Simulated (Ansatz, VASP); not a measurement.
## V2O5 in two plane-wave programs

One calculation is typed for both programs; each brings its own data sets. How far apart do they land? The structure shown is the start of the Ansatz relaxation below; VASP solves that cell, so the two are compared at the walk's first step.

Main program and level: Ansatz 0.2.0; plane waves, with VASP 6.6.1 beside it; single point at PBEsol with D3(BJ).

## 1. Starting point

The cell holds 14 atoms: 10 O and 4 V. Its edges and angles: a = 6.290 Å, b = 6.597 Å, c = 36.400 Å, α = 90.0°, β = 90.0°, γ = 75.9°. It derives from V2O5. Vacuum lies along c.

## 2. Ansatz: relaxation, PBEsol with D3(BJ)

Ansatz runs on its PAW soft_1 files.

The two programs are compared at the cell with which this relaxation starts, whose forces are those of its first step.

File input.yaml:

```yaml
crystal:
  lattice:
    - [6.2899, 0.0, 0.0]
    - [1.605672, 6.39885, 0.0]
    - [0.0, 0.0, 36.4]
  atoms:
    - { symbol: O, position: [0.64057515, 0.88183521, 0.4368857387] }
    - { symbol: O, position: [0.98444859, 0.30900346, 0.4474940094] }
    - { symbol: O, position: [0.00720095, 0.87629361, 0.4789704602] }
    - { symbol: V, position: [0.71238892, 0.88142322, 0.4790411513] }
    - { symbol: V, position: [0.87507333, 0.33874839, 0.4877449922] }
    - { symbol: O, position: [0.66200149, 0.18602404, 0.4927864501] }
    - { symbol: O, position: [0.75850723, 0.60900515, 0.4950022037] }
    - { symbol: O, position: [0.33786889, 0.52601704, 0.5049977963] }
    - { symbol: O, position: [0.43437462, 0.94899815, 0.5072135499] }
    - { symbol: V, position: [0.22130279, 0.79627381, 0.5122550078] }
    - { symbol: V, position: [0.3839872, 0.25359897, 0.5209588487] }
    - { symbol: O, position: [0.08917516, 0.25872858, 0.5210295398] }
    - { symbol: O, position: [0.11192752, 0.82601873, 0.5525059906] }
    - { symbol: O, position: [0.45580096, 0.25318698, 0.5631142613] }
  periodic: [true, true, false]
kpoints:
  mp_grid: { grid: [4, 4, 1] }
hamiltonian:
  xc: pbesol
  dispersion: d3bj
  pseudopotentials: { kind: paw, azcp: { folder: soft_1 }, xc_functional: pbe }
scf:
  occupations: { method: fermi_dirac, width: 0.02 }
relax:
  f_tol: 0.01
  max_steps: 100
  cell: {}
output:
  write_density: true
  write_potential: true
  elf: true
  volumetric_format: npy
```

On the command line:

```
> ansatz run input.yaml --threads 2 --pin off --max-ram 73728MiB --backend cuda --events-out ev --progress --plain --runs-dir out --devices 1 --max-vram 13GiB
```

Numbers of over 12 decimals in the logs are rounded to 6 here.

What it wrote:

```text
GPUs: using 1 of 1 available (devices: 1).
Engine: ansatz 0.2.0, x86_64-unknown-linux-gnu
Pseudopotentials: kind: paw
Pseudopotential: O, paw, valence charge 6, recommended cutoff 420 eV (normal), soft_1/O.paw.azcp
Pseudopotential: V, paw, valence charge 13, recommended cutoff 420 eV (normal), soft_1/V.paw.azcp
Functional definition: PBEsol
  exchange = pbesol_x
  correlation = pbesol_c
device memory: the entry about to start is reckoned to put 5.2 GiB on a device that reports 75.7 GiB free (of which the cap on the GPU budget leaves the run 13.0 GiB)
GPU FFT provider: cuFFT
GPU libraries: cuBLAS 13.8.2, cuFFT 12.4.0, cuSOLVER 12.3.4
Crystal: 14 atoms, lattice volume = 1465.032 Å³
Basis set: ecut = 420 eV, 28575 PW (Γ), exchange–correlation on 90×90×500 points (8 copies of the dense FFT grid, shifted against one another)
Bands: 70, of which v1, the nominal top of the filled ones, is band 56 counted from 1 (55 counted from 0)
Symmetry: 2 space group operations
Space group: P-1 (ITA 2), of the structure as read, at distance tolerance 1.1e-4 Å
k-points: 10 of 16
Non-local potential: O, projectors of the file, l = 0: 2, l = 1: 2, l = 2: 1
Non-local potential: V, projectors of the file, l = 0: 3, l = 1: 2, l = 2: 3, l = 3: 1
PAW form: soft (Blöchl's): semilocal exchange-correlation on the pseudo side does not see the compensation charge
PAW frozen core: O, regenerated for the run's functional, and the local potential with it (the file was generated under x = pbe(κ = 0.804, μ = 0.219515), c = pbe(β = 0.066725))
PAW frozen core: V, regenerated for the run's functional, and the local potential with it (the file was generated under x = pbe(κ = 0.804, μ = 0.219515), c = pbe(β = 0.066725))
PAW one-centre angular grid: O, 110 points (default); XC on 64 Gauss nodes
PAW one-centre angular grid: V, 590 points (default); XC on 64 Gauss nodes
Initial density: superposition of atomic densities (neutral atoms: chi_scale 0, normalization atom)
Initial wavefunctions: pseudopotential atomic-orbital guess
GPU buffer pool allocated for 506250 grid points (all kernels)
GPU transforms: local potential and band sums: pruned to the plane-wave sphere, on 45×45×243
Functional: x = pbesol(κ = 0.804, μ = 0.123457), c = pbesol(β = 0.046)
SCF iter   1: F=—  HF=-17175.384174 eV  |F-HF|=—  |Δ(HF+E_count)|=         —  Δρ=8.14e-2  dr2=1.05e2  ethr=3.10e-3  ⟨swp⟩=9.5  Hψ=3398  notcnv=0  defer=9
preconditioner: auto → Resta (q_TF=auto, 1.777 Å⁻¹)  ε∞=1.5  [insulator: Δε(μ)=5.554 eV  Ē_g=11.954 eV  σ=0.020 eV  W_gap=1.00  n_scr=136 (ndim 8)  ℏωp=8.7 eV  f_vac=0.826  D(μ)=0.00/eV (n_scr^D=0)  ε∞_Penn≈1.5  vacuum switching on, ρ_ref=1.0e-2 e/Å³]
SCF iter   2: F=—  HF=-17247.559744 eV  |F-HF|=—  |Δ(HF+E_count)|=    7.22e1  Δρ=2.55e-1  dr2=1.21e3  ethr=3.10e-3  ⟨swp⟩=5.9  Hψ=2415  notcnv=0  defer=66  recentre
preconditioner: auto → LDOS  [metal: Δε(μ)=0.010 eV  Ē_g=8.721 eV  σ=0.020 eV  W_gap=0.12  n_scr=136 (ndim 8)  ℏωp=8.7 eV  f_vac=0.834  D(μ)=7.43/eV (n_scr^D=10)  β→1.0]
SCF iter   3: F=—  HF=-17163.585179 eV  |F-HF|=—  |Δ(HF+E_count)|=    8.40e1  Δρ=5.18e-2  dr2=4.51e1  ethr=3.10e-3  ⟨swp⟩=6.1  Hψ=2189  notcnv=0  defer=46
SCF iter   4: F=—  HF=-17157.013884 eV  |F-HF|=—  |Δ(HF+E_count)|=    6.57e0  Δρ=1.54e-2  dr2=4.61e0  ethr=3.10e-3  ⟨swp⟩=3.4  Hψ=1744  notcnv=0  defer=76
SCF iter   5: F=—  HF=-17156.650712 eV  |F-HF|=—  |Δ(HF+E_count)|=   3.63e-1  Δρ=1.01e-2  dr2=1.36e0  ethr=3.10e-3  ⟨swp⟩=3.2  Hψ=1233  notcnv=0  defer=81
SCF iter   6: F=—  HF=-17156.580146 eV  |F-HF|=—  |Δ(HF+E_count)|=   7.06e-2  Δρ=8.27e-3  dr2=1.39e0  ethr=1.22e-3  ⟨swp⟩=4.8  Hψ=1782  notcnv=0  defer=79
SCF iter   7: F=—  HF=-17156.448121 eV  |F-HF|=—  |Δ(HF+E_count)|=   1.32e-1  Δρ=3.36e-3  dr2=1.73e-1  ethr=1.22e-3  ⟨swp⟩=3.9  Hψ=1127  notcnv=0  defer=72
SCF iter   8: F=—  HF=-17156.429945 eV  |F-HF|=—  |Δ(HF+E_count)|=   1.82e-2  Δρ=1.72e-3  dr2=4.64e-2  ethr=1.55e-4  ⟨swp⟩=3.3  Hψ=1150  notcnv=0  defer=72
SCF iter   9: F=—  HF=-17156.424697 eV  |F-HF|=—  |Δ(HF+E_count)|=   5.25e-3  Δρ=5.49e-4  dr2=3.55e-3  ethr=4.14e-5  ⟨swp⟩=3.0  Hψ=1120  notcnv=0  defer=72
SCF iter  10: F=—  HF=-17156.424698 eV  |F-HF|=—  |Δ(HF+E_count)|=   1.18e-6  Δρ=1.94e-4  dr2=4.12e-4  ethr=3.17e-6  ⟨swp⟩=3.5  Hψ=1275  notcnv=0  defer=72
SCF iter  11: F=—  HF=-17156.424453 eV  |F-HF|=—  |Δ(HF+E_count)|=   2.45e-4  Δρ=1.03e-4  dr2=1.64e-4  ethr=3.68e-7  ⟨swp⟩=2.7  Hψ=1112  notcnv=0  defer=72
SCF iter  12: F=—  HF=-17156.424468 eV  |F-HF|=—  |Δ(HF+E_count)|=   1.52e-5  Δρ=4.53e-5  dr2=3.67e-5  ethr=1.46e-7  ⟨swp⟩=2.7  Hψ=1036  notcnv=0  defer=72
SCF iter  13: F=—  HF=-17156.425946 eV  |F-HF|=—  |Δ(HF+E_count)|=   1.48e-3  Δρ=1.38e-5  dr2=2.73e-6  ethr=3.28e-8  ⟨swp⟩=2.4  Hψ=1042  notcnv=0  defer=72
SCF iter  14: F=—  HF=-17156.425949 eV  |F-HF|=—  |Δ(HF+E_count)|=   2.31e-6  Δρ=7.79e-6  dr2=5.72e-7  ethr=2.44e-9  ⟨swp⟩=2.7  Hψ=1112  notcnv=0  defer=72
[...]
WARN: The output density's exchange-correlation potential varies sharply where the density is thin. Do not read a vacuum level from v_tot or v_xc, or from such a field of the output density. On a cell that repeats whose density bears no net charge and no dipole along the vacuum's axis use v_es (v_loc + v_h of the components); under efield.dipole_correction with no amplitude use v_es + v_field, which holds any externa [...]
SCF converged after 8 iterations
Free energy (F): -17156.811074 eV
Harris-Foulkes:  -17156.811074 eV  (|F-HF|=2.22e-10)
Internal energy: -17156.811074 eV  (E = F + TS)
E sigma→0 (E₀):  -17156.811074 eV
Fermi energy:    -7.728074 eV
--- Per-component energies (eV) ---
  E_band       = -2839.483745
  E_kinetic    = 2843.546600
  E_local      = -239080.503889  (includes V_loc(G=0)·N_el)
  E_nonlocal   = 848.617463
  E_hartree    = 117645.377495
  E_xc         = -1153.979968
  E_vxc        = -1473.594182  (∫ρ·V_xc dr)
  E_paw        = -5956.639443  (= ΣΔE_a)
  E_vpaw       = -1268.315495  (= ΣTr[D̂ρ^β])
  E_aug_tail   = 0.010989  (compensation charges beyond the density's cutoff)
  E_ewald      = 107696.760442
  E_disp       = -0.952359  (pairwise vdW)
  E_core_change = 0.951596  (= ΣΔE_core)
  E_smearing   = -0.000000  (= −TS)
  E_closure    = 0.000000  (closes the sum)
  Σ components = -17156.811074   (vs F -17156.811074, Δ=0.00e0)
--- Forces (eV/Å), atoms counted from 1 ---
  atom   1  O     -0.00090749    -0.00021702    -0.00334826
  atom   2  O      0.00074805     0.00048390    -0.00054901
  atom   3  O     -0.00365289     0.00176999    -0.00084577
  atom   4  V      0.00029948    -0.00019753     0.00440366
  atom   5  V     -0.00458269     0.00110164    -0.00330921
  atom   6  O     -0.00350809    -0.00030686     0.00051235
  atom   7  O     -0.00117717     0.00171092     0.00100396
  atom   8  O      0.00117717    -0.00171092    -0.00100396
  atom   9  O      0.00350809     0.00030686    -0.00051235
  atom  10  V      0.00458269    -0.00110164     0.00330921
  atom  11  V     -0.00029948     0.00019753    -0.00440366
  atom  12  O      0.00365289    -0.00176999     0.00084577
  atom  13  O     -0.00074805    -0.00048390     0.00054901
  atom  14  O      0.00090749     0.00021702     0.00334826
  max |Σ_I F_I| component: 9.76e-19 eV/Å
--- 2D stress c σ (N/m, compression-positive) ---
       -0.010213      -0.001612       0.000000
       -0.001612       0.000753      -0.000000
        0.000000      -0.000000      -0.000000
  P = ½ c Tr σ = -0.0047 N/m
--- Band table (eV; the first three rows and the last of 10) ---
  k-point 0: bands = [... 52 lower, -9.3190, -9.1916, -9.0246, -8.9750, -6.1953, -6.1645, -5.1832, -5.1549, ... 10 higher]
  k-point 1: bands = [... 52 lower, -9.3959, -9.1717, -8.9631, -8.9432, -6.2378, -6.2193, -5.3062, -5.1043, ... 10 higher]
  k-point 2: bands = [... 52 lower, -9.4183, -9.1565, -9.0118, -8.9319, -6.2895, -6.2627, -5.2204, -5.0931, ... 10 higher]
  k-point 9: bands = [... 52 lower, -9.3304, -9.1443, -9.0878, -8.8783, -6.5679, -6.5629, -5.4484, -5.2595, ... 10 higher]
--- Relaxed structure (12 steps of the walk, 12 accepted, 2 SCFs on fresh bases) ---
  F+E_penalty+E_count = -17156.81107373 eV   max|allowed force component| = 4.583e-3 eV/Å   (the final SCF, on the basis selected at the relaxed cell)
  cell:  # Å, volume = 1415.2505 Å³
    - [6.232127, 0.013852, 0]
    - [1.605016, 6.242289, 0]
    - [0, 0, 36.4]
  atoms:
    - { symbol: O, position: [0.654856, 0.885336, 0.437816] }
    - { symbol: O, position: [0.965249, 0.307020, 0.447690] }
    - { symbol: O, position: [0.00881111, 0.878749, 0.480287] }
    - { symbol: V, position: [0.719115, 0.883008, 0.479344] }
    - { symbol: V, position: [0.868604, 0.337692, 0.487840] }
    - { symbol: O, position: [0.659621, 0.186879, 0.493874] }
    - { symbol: O, position: [0.758387, 0.610083, 0.495463] }
    - { symbol: O, position: [0.337989, 0.524939, 0.504537] }
    - { symbol: O, position: [0.436755, 0.948143, 0.506126] }
    - { symbol: V, position: [0.227772, 0.797331, 0.512160] }
    - { symbol: V, position: [0.377261, 0.252014, 0.520656] }
    - { symbol: O, position: [0.087565, 0.256274, 0.519713] }
    - { symbol: O, position: [0.131127, 0.828003, 0.552310] }
    - { symbol: O, position: [0.441520, 0.249686, 0.562184] }
```

In the SCF lines HF is the Harris–Foulkes energy and dr2 the Hartree energy of the density residual, in eV; the loop may stop once dr2 is under the threshold and the program's other checks hold. Hψ counts applications of the Hamiltonian.

[end of part 1 of 2]

[Lines on the potential files, build, host, timing and source positions are cut from VASP's logs without a mark.]

[Logs are printed without paths, hosts, clocks, repeated set-up lines and the standing remarks that a program may print on its own settings, such as how far it seeks lower states.]

[Hosts, paths, dates, database ids (printed as entryN), source tags and the programs' standing remarks are cut or masked in the printed files.]
